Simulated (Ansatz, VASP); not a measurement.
# TePtS in two plane-wave programs

Aim: how closely do two programs agree when they are given the same cell, functional and k mesh? The structure shown is the start of the Ansatz relaxation below; VASP solves that cell, so the two are compared at the walk's first step.

Program: Ansatz 0.2.0. Level of theory: plane waves, with VASP 6.6.1 beside it; single point at PBE. Results are calculated unless marked as measured.

### Step 1. Set-up

The cell holds 3 atoms: 1 Pt, 1 S and 1 Te. Cell: a = 3.773 Å, b = 3.773 Å, c = 30.000 Å, α = 90.0°, β = 90.0°, γ = 120.0°. Vacuum lies along c.

### Step 2. Ansatz: relaxation, PBE

Ansatz runs on its PAW soft_1 files.

The two programs are compared at the cell with which this relaxation starts, whose forces are those of its first step.

input.yaml reads:

```yaml
crystal:
  lattice:
    - [3.7725913148, 0.0, 0.0]
    - [-1.8862956574, 3.2671599167, 0.0]
    - [0.0, 0.0, 30.0]
  atoms:
    - { symbol: Pt, position: [0.0, 0.0, 0.3349733151] }
    - { symbol: S, position: [0.3333333333, 0.6666666667, 0.3745583487] }
    - { symbol: Te, position: [0.6666666667, 0.3333333333, 0.2871350028] }
  periodic: [true, true, false]
kpoints:
  mp_grid: { grid: [9, 9, 1] }
hamiltonian:
  xc: pbe
  pseudopotentials: { kind: paw, azcp: { folder: soft_1 } }
scf:
  occupations: { method: gaussian, width: 0.02 }
output:
  forces: true
  stress: true
  eigenvalues: true
relax:
  adjacent_minimum: "off"
  f_tol: 0.001
  max_steps: 60
```

On the command line:

```
$ ansatz run input.yaml --threads 4 --pin off --max-ram 16384MiB --backend cpu --events-out ev --progress --plain --runs-dir out
```

Numbers of over 12 decimals in the logs are rounded to 6 here.

Output:

```text
Warning: output.stress: scf.convergence.dr2_threshold = 1e-9 eV (the default of a walk held to its f_tol) is looser than the 3e-10 eV advised for a printed stress (1e-10 eV for each atom of the cell: 3). What an SCF threshold leaves in a stress goes as its square root, and in the free energy as the threshold itself, and one threshold admits the most on a small cell: [figures from the program's tests cut] Every solve  [...]
Engine: ansatz 0.2.0, aarch64-unknown-linux-gnu
Pseudopotentials: kind: paw
Pseudopotential: Pt, paw, valence charge 18, recommended cutoff 420 eV (normal), soft_1/Pt.paw.azcp
Pseudopotential: S, paw, valence charge 6, recommended cutoff 420 eV (normal), soft_1/S.paw.azcp
Pseudopotential: Te, paw, valence charge 16, recommended cutoff 420 eV (normal), soft_1/Te.paw.azcp
Functional definition: PBE
  parameter kappa = 0.804
  parameter beta = 0.066725
  exchange = pbe_x(kappa = kappa, mu = beta*pi^2/3)
  correlation = pbe_c(beta = beta)
Crystal: 3 atoms, lattice volume = 369.770 Å³
Basis set: ecut = 420 eV, 7265 PW (Γ), exchange–correlation on 54×54×432 points (8 copies of the dense FFT grid, shifted against one another)
Bands: 24, of which v1, the nominal top of the filled ones, is band 20 counted from 1 (19 counted from 0)
Symmetry: 6 space group operations
Space group: P3m1 (ITA 156), of the structure as read, at distance tolerance 7.2e-5 Å
k-points: 12 of 81 (time reversal used)
Non-local potential: Pt, projectors of the file, l = 0: 3, l = 1: 2, l = 2: 2, l = 3: 1
Non-local potential: S, projectors of the file, l = 0: 2, l = 1: 2, l = 2: 1
Non-local potential: Te, projectors of the file, l = 0: 2, l = 1: 2, l = 2: 2, l = 3: 1
PAW form: soft (Blöchl's): semilocal exchange-correlation on the pseudo side does not see the compensation charge
PAW one-centre angular grid: Pt, 590 points (default); XC on 64 Gauss nodes
PAW one-centre angular grid: S, 110 points (default); XC on 64 Gauss nodes
PAW one-centre angular grid: Te, 590 points (default); XC on 64 Gauss nodes
Initial density: superposition of atomic densities (neutral atoms: chi_scale 0, normalization atom)
Initial wavefunctions: pseudopotential atomic-orbital guess
Functional: x = pbe(κ = 0.804, μ = 0.219515), c = pbe(β = 0.066725)
SCF iter   1: F=—  HF=-20408.638998 eV  |F-HF|=—  |Δ(HF+E_count)|=         —  Δρ=3.24e-2  dr2=5.91e0  ethr=3.10e-3  ⟨swp⟩=16.6  Hψ=2470  notcnv=0
preconditioner: auto → none  [insulator: Δε(μ)=1.471 eV  Ē_g=8.458 eV  σ=0.020 eV  W_gap=1.00  n_scr=16 (ndim 8)  ℏωp=9.1 eV  f_vac=0.779  D(μ)=0.00/eV (n_scr^D=0)  ε∞_Penn≈2.1]
SCF iter   2: F=—  HF=-20412.855272 eV  |F-HF|=—  |Δ(HF+E_count)|=    4.22e0  Δρ=5.00e-2  dr2=6.42e1  ethr=3.10e-3  ⟨swp⟩=6.6  Hψ=985  notcnv=0  recentre
SCF iter   3: F=—  HF=-20408.215217 eV  |F-HF|=—  |Δ(HF+E_count)|=    4.64e0  Δρ=1.76e-2  dr2=5.43e0  ethr=3.10e-3  ⟨swp⟩=6.1  Hψ=1004  notcnv=0
SCF iter   4: F=—  HF=-20407.686228 eV  |F-HF|=—  |Δ(HF+E_count)|=   5.29e-1  Δρ=1.14e-2  dr2=3.88e-1  ethr=3.10e-3  ⟨swp⟩=4.1  Hψ=601  notcnv=0
SCF iter   5: F=—  HF=-20407.698121 eV  |F-HF|=—  |Δ(HF+E_count)|=   1.19e-2  Δρ=5.50e-3  dr2=7.22e-1  ethr=9.71e-4  ⟨swp⟩=5.0  Hψ=719  notcnv=0
SCF iter   6: F=—  HF=-20407.643364 eV  |F-HF|=—  |Δ(HF+E_count)|=   5.48e-2  Δρ=2.13e-3  dr2=8.00e-2  ethr=9.71e-4  ⟨swp⟩=2.9  Hψ=435  notcnv=0
SCF iter   7: F=—  HF=-20407.639687 eV  |F-HF|=—  |Δ(HF+E_count)|=   3.68e-3  Δρ=8.98e-4  dr2=2.20e-2  ethr=2.00e-4  ⟨swp⟩=2.6  Hψ=448  notcnv=0
SCF iter   8: F=—  HF=-20407.638161 eV  |F-HF|=—  |Δ(HF+E_count)|=   1.53e-3  Δρ=3.54e-4  dr2=2.61e-3  ethr=5.51e-5  ⟨swp⟩=3.5  Hψ=423  notcnv=0
SCF iter   9: F=—  HF=-20407.638173 eV  |F-HF|=—  |Δ(HF+E_count)|=   1.25e-5  Δρ=1.52e-4  dr2=3.43e-4  ethr=6.53e-6  ⟨swp⟩=3.1  Hψ=544  notcnv=0
SCF iter  10: F=—  HF=-20407.638142 eV  |F-HF|=—  |Δ(HF+E_count)|=   3.09e-5  Δρ=4.12e-5  dr2=7.59e-6  ethr=8.59e-7  ⟨swp⟩=2.8  Hψ=530  notcnv=0
SCF iter  11: F=—  HF=-20407.638248 eV  |F-HF|=—  |Δ(HF+E_count)|=   1.05e-4  Δρ=1.71e-5  dr2=9.31e-7  ethr=1.90e-8  ⟨swp⟩=4.4  Hψ=727  notcnv=0
[...]
SCF iter   3: F=—  HF=-20407.632307 eV  |F-HF|=—  |Δ(HF+E_count)|=   3.09e-3  Δρ=1.33e-3  dr2=1.71e-2  ethr=1.83e-5  ⟨swp⟩=4.6  Hψ=660  notcnv=0
SCF iter   4: F=—  HF=-20407.631141 eV  |F-HF|=—  |Δ(HF+E_count)|=   1.17e-3  Δρ=9.35e-4  dr2=1.34e-3  ethr=1.83e-5  ⟨swp⟩=2.8  Hψ=367  notcnv=0
SCF iter   5: F=—  HF=-20407.631258 eV  |F-HF|=—  |Δ(HF+E_count)|=   1.18e-4  Δρ=5.06e-4  dr2=4.62e-4  ethr=3.34e-6  ⟨swp⟩=2.1  Hψ=398  notcnv=0
SCF iter   6: F=—  HF=-20407.631309 eV  |F-HF|=—  |Δ(HF+E_count)|=   5.04e-5  Δρ=1.17e-4  dr2=1.08e-4  ethr=1.15e-6  ⟨swp⟩=2.8  Hψ=528  notcnv=0
SCF iter   7: F=-20407.631298 eV  HF=-20407.631300 eV  |F-HF|=2.39e-6  |Δ(HF+E_count)|=   8.48e-6  Δρ=4.08e-5  dr2=4.92e-6  ethr=1.39e-8  ⟨swp⟩=10.8  Hψ=2076  notcnv=0
SCF 2 converged in 7 iterations: F = -20407.631298 eV  dr2 = 4.92e-6
relax step   2: F+E_penalty+E_count = -20407.63129797 eV  Δ(F+E_penalty+E_count) = +6.949e-3 eV  max|allowed force component| = 4.529e-1 eV/Å  Δτ_max = 0.0605 Å  (7 SCF iters, dr2 threshold 5.56e-6 eV, rejected (line search))
[...]
relax step   3: F+E_penalty+E_count = -20407.64386763 eV  Δ(F+E_penalty+E_count) = -5.620e-3 eV  max|allowed force component| = 1.134e-2 eV/Å  Δτ_max = 0.0234 Å  (9 SCF iters, dr2 threshold 1.00e-7 eV, accepted)
[...]
relax step   4: F+E_penalty+E_count = -20407.64385673 eV  Δ(F+E_penalty+E_count) = +1.091e-5 eV  max|allowed force component| = 1.753e-2 eV/Å  Δτ_max = 0.0022 Å  (6 SCF iters, dr2 threshold 8.03e-9 eV, rejected (line search))
[...]
relax step   5: F+E_penalty+E_count = -20407.64387503 eV  Δ(F+E_penalty+E_count) = -7.393e-6 eV  max|allowed force component| = 3.110e-4 eV/Å  Δτ_max = 0.0008 Å  (6 SCF iters, dr2 threshold 8.03e-9 eV, accepted)
[...]
relax step   6: F+E_penalty+E_count = -20407.64387503 eV  Δ(F+E_penalty+E_count) = -5.421e-10 eV  max|allowed force component| = 3.170e-4 eV/Å  Δτ_max = 0.0000 Å  (4 SCF iters, accepted)
SCF converged after 4 iterations
Free energy (F): -20407.643875 eV
Harris-Foulkes:  -20407.643875 eV  (|F-HF|=2.55e-11)
Internal energy: -20407.643875 eV  (E = F + TS)
E sigma→0 (E₀):  -20407.643875 eV
Fermi energy:    -5.074724 eV
--- Per-component energies (eV) ---
  E_band       = -1205.180341
  E_kinetic    = 872.574265
  E_local      = -77307.872559  (includes V_loc(G=0)·N_el)
  E_nonlocal   = 303.474835
  E_hartree    = 38052.448462
  E_xc         = -442.783906
  E_vxc        = -454.771843  (∫ρ·V_xc dr)
  E_paw        = -14763.637534  (= ΣΔE_a)
  E_vpaw       = -723.482136  (= ΣTr[D̂ρ^β])
  E_aug_tail   = 0.001186  (compensation charges beyond the density's cutoff)
  E_ewald      = 32878.151376
  E_smearing   = -0.000000  (= −TS)
  E_closure    = -0.000000  (closes the sum)
  Σ components = -20407.643875   (vs F -20407.643875, Δ=0.00e0)
--- Forces (eV/Å), atoms counted from 1 ---
  atom   1  Pt     0.00000000    -0.00000000    -0.00016345
  atom   2  S      0.00000000    -0.00000000    -0.00015422
  atom   3  Te    -0.00000000     0.00000000     0.00031661
  max |Σ_I F_I| component: 1.06e-6 eV/Å
--- 2D stress c σ (N/m, compression-positive) ---
        0.834245       0.000000       0.000000
        0.000000       0.834245       0.000000
        0.000000       0.000000       0.000000
  P = ½ c Tr σ = 0.8342 N/m
--- Band table (eV; the first three rows and the last of 12) ---
  k-point 0: bands = [... 16 lower, -7.2706, -5.9917, -5.5357, -5.5357, -2.6242 (-2.6242°), -2.6242 (-2.6242°), -1.6123, -0.5802]
  k-point 1: bands = [... 16 lower, -7.4297, -6.1295, -5.5744, -5.5485, -3.4501, -2.8374, -1.3197, -0.2677]
  k-point 2: bands = [... 16 lower, -7.8406, -6.3476, -5.8598, -5.6405, -4.3554, -3.0985, -0.7049, -0.2162]
  k-point 11: bands = [... 16 lower, -8.5523, -7.6148, -6.9296, -6.5111, -4.6407, -3.4008, -0.4225, 1.4268]
  ° read free of the cell's end (the report's vacuum.weakly_bound_levels)
--- Relaxed structure (6 steps of the walk, 4 accepted, 0 SCFs on fresh bases) ---
  F+E_penalty+E_count = -20407.64387503 eV   max|allowed force component| = 3.170e-4 eV/Å
  cell:  # Å, volume = 369.7698 Å³
    - [3.772591, 0.0, 0.0]
    - [-1.886296, 3.267160, 0.0]
    - [0.0, 0.0, 30.0]
  atoms:
    - { symbol: Pt, position: [0, 0, 0.335096] }
    - { symbol: S, position: [0.333333, 0.666667, 0.375228] }
    - { symbol: Te, position: [0.666667, 0.333333, 0.286342] }
```

### Step 3. VASP: single point, PBE, start cell, pair 1

The same cell, functional, mesh and smearing now go to VASP, with its own data sets.

Lines of VASP's logs that name or quote its potential files are left out, and so is its time.

INCAR reads:

```
SYSTEM = TePtS
PREC = Accurate
ENCUT = 400
EDIFF = 1E-06
NELM = 120
ISMEAR = 0
SIGMA = 0.02
LREAL = .FALSE.
ALGO = Normal
GGA = PE
NBANDS = 17
LASPH = .TRUE.
LORBIT = 11
LWAVE = .FALSE.
LCHARG = .FALSE.
ISIF = 2
LDIPOL = .TRUE.
IDIPOL = 3
DIPOL = 0.5 0.5 0.332
LVHAR = .TRUE.
GGA_COMPAT = .FALSE.
EFERMI = MIDGAP
NELMDL = -8
KPAR = 2
```

POSCAR reads:

```
TePtS
1.0
    3.7725913148      0.0000000000      0.0000000000
   -1.8862956574      3.2671599167      0.0000000000
    0.0000000000      0.0000000000     30.0000000000
Pt S Te
1 1 1
Direct
    0.0000000000      0.0000000000      0.3349733000
    0.3333333928      0.6666667857      0.3745583333
    0.6666667107      0.3333332398      0.2871350000
```

KPOINTS reads:

```
Automatic mesh
0
Gamma
9 9 1
0 0 0
```

The projector-augmented-wave data sets are Pt, S and Te (PBE family, release 64).

On the command line:

```
$ mpirun -np 2 vasp_std
```

Output:

```text
[banner, memory and clock lines left out]
running    2 mpi-ranks, on    1 nodes
 distrk:  each k-point on    1 cores,    2 groups
 distr:  one band on    1 cores,    1 groups

 POSCAR found type information on POSCAR PtS Te
 POSCAR found :  3 types and       3 ions
 LDA part: xc-table for (Slater+PW92), standard interpolation
 POSCAR, INCAR and KPOINTS ok, starting setup
 FFT: planning ... GRIDC
 FFT: planning ... GRID_SOFT
 FFT: planning ... GRID
 WAVECAR not read
 entering main loop
       N       E                     dE             d eps       ncg     rms          rms(c)
DAV:   1     0.156612075264E+03    0.15661E+03   -0.59800E+03   408   0.731E+02
DAV:   2     0.384864196038E+01   -0.15276E+03   -0.14465E+03   647   0.148E+02
DAV:   3    -0.148069537090E+02   -0.18656E+02   -0.18297E+02   512   0.650E+01
DAV:   4    -0.152320376689E+02   -0.42508E+00   -0.42393E+00   565   0.113E+01
DAV:   5    -0.152408325105E+02   -0.87948E-02   -0.87942E-02   614   0.158E+00
DAV:   6    -0.152409727214E+02   -0.14021E-03   -0.14021E-03   582   0.169E-01
DAV:   7    -0.152409745834E+02   -0.18620E-05   -0.18619E-05   621   0.182E-02
DAV:   8    -0.152409746022E+02   -0.18861E-07   -0.18948E-07   431   0.212E-03    0.139E+01
DAV:   9    -0.143596012843E+02    0.88137E+00   -0.54432E+00   567   0.212E+01    0.901E+00
DAV:  10    -0.142657813929E+02    0.93820E-01   -0.20750E+00   486   0.113E+01    0.352E+00
DAV:  11    -0.141900659069E+02    0.75715E-01   -0.29347E-01   548   0.416E+00    0.667E-01
DAV:  12    -0.141893925785E+02    0.67333E-03   -0.50503E-02   537   0.166E+00    0.407E-01
DAV:  13    -0.141889236336E+02    0.46894E-03   -0.46191E-03   599   0.436E-01    0.226E-01
DAV:  14    -0.141890425074E+02   -0.11887E-03   -0.88200E-04   563   0.165E-01    0.135E-01
[...]
DAV:  19    -0.141892567143E+02   -0.17279E-04   -0.87582E-07   446   0.495E-03    0.457E-03
DAV:  20    -0.141892902885E+02   -0.33574E-04   -0.25973E-06   388   0.496E-03    0.119E-03
DAV:  21    -0.141892987740E+02   -0.84856E-05   -0.48859E-07   426   0.208E-03    0.114E-03
DAV:  22    -0.141893049917E+02   -0.62177E-05   -0.32081E-07   399   0.151E-03    0.499E-04
DAV:  23    -0.141893069153E+02   -0.19236E-05   -0.77915E-08   434   0.112E-03    0.314E-04
DAV:  24    -0.141893079724E+02   -0.10571E-05   -0.15706E-08   427   0.502E-04    0.258E-04
DAV:  25    -0.141893092920E+02   -0.13196E-05   -0.43076E-08   384   0.451E-04    0.180E-04
DAV:  26    -0.141893096499E+02   -0.35794E-06   -0.47129E-09   462   0.211E-04
   1 F= -.14189310E+02 E0= -.14189310E+02  d E =0.000000E+00
```

Parts of OUTCAR (step 3):

```text
ion  position               nearest neighbor table
   1  0.000  0.000  0.335-   2 2.48   2 2.48   2 2.48   3 2.61   3 2.61   3 2.61
   2  0.333  0.667  0.375-   1 2.48   1 2.48   1 2.48
   3  0.667  0.333  0.287-   1 2.61   1 2.61   1 2.61

  LATTYP: Found a hexagonal cell.
 ALAT       =     3.7725913148
 C/A-ratio  =     7.9520937988

 Subroutine GETGRP returns: Found  6 space group operations
 (whereof  6 operations were pure point group operations)

The static configuration has the point symmetry C_3v.

 Found     12 irreducible k-points:

   k-points           NKPTS =     12   k-points in BZ     NKDIM =     12   number of bands    NBANDS=     17

   dimension x,y,z NGX =    28 NGY =   28 NGZ =  196
   dimension x,y,z NGXF=    56 NGYF=   56 NGZF=  392

   ENCUT  =  400.0 eV  29.40 Ry    5.42 a.u.   6.15  6.15 48.92*2*pi/ulx,y,z

   NELECT =      22.0000    total number of electrons

 k-points in reciprocal lattice and weights: Automatic mesh
   0.00000000  0.00000000  0.00000000       0.012
   0.11111111  0.00000000  0.00000000       0.074
   0.22222222  0.00000000  0.00000000       0.074
   0.33333333  0.00000000  0.00000000       0.074
   0.44444444  0.00000000  0.00000000       0.074
   0.11111111  0.11111111  0.00000000       0.074
   0.22222222  0.11111111  0.00000000       0.148
   0.33333333  0.11111111  0.00000000       0.148
   0.44444444  0.11111111  0.00000000       0.074
   0.22222222  0.22222222  0.00000000       0.074
   0.33333333  0.22222222  0.00000000       0.148
   0.33333333  0.33333333  0.00000000       0.025

 dipolmoment           0.000000      0.000000      0.101352 electrons x Angstroem

 average (electrostatic) potential at core
       1 -77.6302       2 -94.6021       3 -97.8221

 E-fermi :  -2.8587

 k-point     1 :       0.0000    0.0000    0.0000
  band No.  band energies     occupation
    ...
      7      -6.4388      2.00000
      8      -5.0273      2.00000
      9      -3.7920      2.00000
     10      -3.3714      2.00000
     11      -3.3714      2.00000
     12      -0.3790      0.00000
     13      -0.3790      0.00000
     14       0.5999      0.00000
     15       1.5437      0.00000
     16       1.9264      0.00000
    ...

 k-point     2 :       0.1111    0.0000    0.0000
  band No.  band energies     occupation
    ...
      7      -6.5175      2.00000
      8      -5.2067      2.00000
      9      -3.9247      2.00000
     10      -3.4130      2.00000
     11      -3.3681      2.00000
     12      -1.2180      0.00000
     13      -0.5980      0.00000
     14       0.8933      0.00000
     15       1.7927      0.00000
     16       2.2382      0.00000
    ...

 k-point     3 :       0.2222    0.0000    0.0000
  band No.  band energies     occupation
    ...
      7      -6.6311      2.00000
      8      -5.6528      2.00000
      9      -4.1499      2.00000
     10      -3.7095      2.00000
     11      -3.4225      2.00000
     12      -2.1431      0.00000
     13      -0.8600      0.00000
     14       1.5076      0.00000
     15       1.9590      0.00000
     16       2.3748      0.00000
    ...

  Total        1.0808118      1.0808118      0.5572543     -0.0000000     -0.0000000     -0.0000000
  in kB        4.6830548      4.6830548      2.4145298     -0.0000000     -0.0000000     -0.0000000
  external PRESSURE =       3.9268798 kB  Pullay stress =       0.0000000 kB

  energy-cutoff  :      400.00
  volume of cell :      369.77
      direct lattice vectors                 reciprocal lattice vectors
     3.772591315  0.000000000  0.000000000     0.265069793  0.153038117  0.000000000
    -1.886295657  3.267159917  0.000000000     0.000000000  0.306076233  0.000000000
     0.000000000  0.000000000 30.000000000     0.000000000  0.000000000  0.033333333

 POSITION                                       TOTAL-FORCE (eV/Angst)
 -----------------------------------------------------------------------------------
      0.00000      0.00000     10.04920         0.000000      0.000000      0.103266
     -0.00000      2.17811     11.23675        -0.000000      0.000000      0.163628
      1.88630      1.08905      8.61405         0.000000     -0.000000     -0.266894
 -----------------------------------------------------------------------------------
    total drift:                               -0.000085     -0.000120      0.000152

  FREE ENERGIE OF THE ION-ELECTRON SYSTEM (eV)
  ---------------------------------------------------
  free  energy   TOTEN  =       -14.1893096499 eV

  energy  without entropy=      -14.1893096499  energy(sigma->0) =      -14.18930965

 vacuum level on the upper side and lower side of the slab         2.941         1.454

 total charge
# of ion       s       p       d       tot
------------------------------------------
    1        0.677   0.700   8.020   9.397
    2        1.361   2.242   0.000   3.602
    3        1.385   1.937   0.066   3.388
--------------------------------------------------
tot          3.422   4.879   8.086  16.387

[... 3 further parts left out ...]
```

The run ends at a pressure of 0.39 GPa, with forces up to 0.27 eV/Å.

### Step 4. Differences

Known differences besides the potentials themselves: Ansatz cuts the interaction across the vacuum, VASP repeats the sheet with a dipole correction; the data sets hold 40 valence electrons in Ansatz (on its PAW soft_1 files) and 22 in VASP; the cutoff is 420 eV in Ansatz and 400 eV in VASP. Total energies have different zeros and are not compared.

Forces (eV/Å; atoms numbered as in POSCAR):

| atom | Ansatz x, y, z | VASP x, y, z |
| --- | --- | --- |
| Pt1 | 0.000, 0.000, 0.105 | 0.000, 0.000, 0.103 |
| S2 | 0.000, 0.000, 0.193 | 0.000, 0.000, 0.164 |
| Te3 | 0.000, 0.000, -0.298 | 0.000, 0.000, -0.267 |

The forces differ by 14 meV/Å r.m.s., which is 13.1 % of the r.m.s. force of 0.110 eV/Å (both taken over all components). With vacuum in the cell, a pressure given here is an average over mostly empty space and none of the material.

### Step 5. Other set-ups

Further runs change the set-up of one program: Ansatz's method, potentials or start, or VASP's data sets, cutoff or form of LDA. The table gives that difference for each run.

| run | r.m.s. force difference (meV/Å) |
| --- | --- |
| as above | 14 |
| VASP with the data sets Pt, S and Te_sv_GW and a cutoff of 520 eV | 14 |

### Step 6. Ansatz: relaxation, PBE

The two programs are compared at the cell with which this relaxation starts, whose forces are those of its first step.

The structure compared here is the start of the Ansatz relaxation; VASP solves that cell, so the two are compared at the walk's first step.

Edit input.yaml of step 2 so:

```diff
@@ -3,3 +3,3 @@
     - [3.7725913148, 0.0, 0.0]
-    - [-1.8862956574, 3.2671599167, 0.0]
+    - [-1.8862956574, 3.300161532, 0.0]
     - [0.0, 0.0, 30.0]
```

On the command line:

```
$ ansatz run input.yaml --threads 4 --pin off --max-ram 16384MiB --backend cpu --events-out ev --progress --plain --runs-dir out
```

Output:

```text
[...]
Crystal: 3 atoms, lattice volume = 373.505 Å³
Basis set: ecut = 420 eV, 7297 PW (Γ), exchange–correlation on 54×54×432 points (8 copies of the dense FFT grid, shifted against one another)
Bands: 24, of which v1, the nominal top of the filled ones, is band 20 counted from 1 (19 counted from 0)
Symmetry: 2 space group operations
[...]
--- Relaxed structure (5 steps of the walk, 4 accepted, 0 SCFs on fresh bases) ---
  F+E_penalty+E_count = -20407.64777556 eV   max|allowed force component| = 5.839e-5 eV/Å
  cell:  # Å, volume = 373.5048 Å³
    - [3.7725913148, 0.0, 0.0]
    - [-1.8862956574, 3.300161532, 0.0]
    - [0.0, 0.0, 30.0]
  atoms:
    - { symbol: Pt, position: [-0.000241378, -0.000482757, 0.335034] }
    - { symbol: S, position: [0.332443, 0.664885, 0.374893] }
    - { symbol: Te, position: [0.667799, 0.335598, 0.286740] }
[key lines of the parts left out:]
SCF converged after 6 iterations
Free energy (F): -20407.647776 eV
Fermi energy:    -5.066420 eV
P = ½ c Tr σ = 0.4127 N/m
```

(Continued in part 2 of 2.)

[Lines on the potential files, build, host, timing and source positions are cut from VASP's logs without a mark.]

[Logs are printed without paths, hosts, clocks, repeated set-up lines and the standing remarks that a program may print on its own settings, such as how far it seeks lower states.]

[Hosts, paths, dates, database ids (printed as entryN), source tags and the programs' standing remarks are cut or masked in the printed files.]
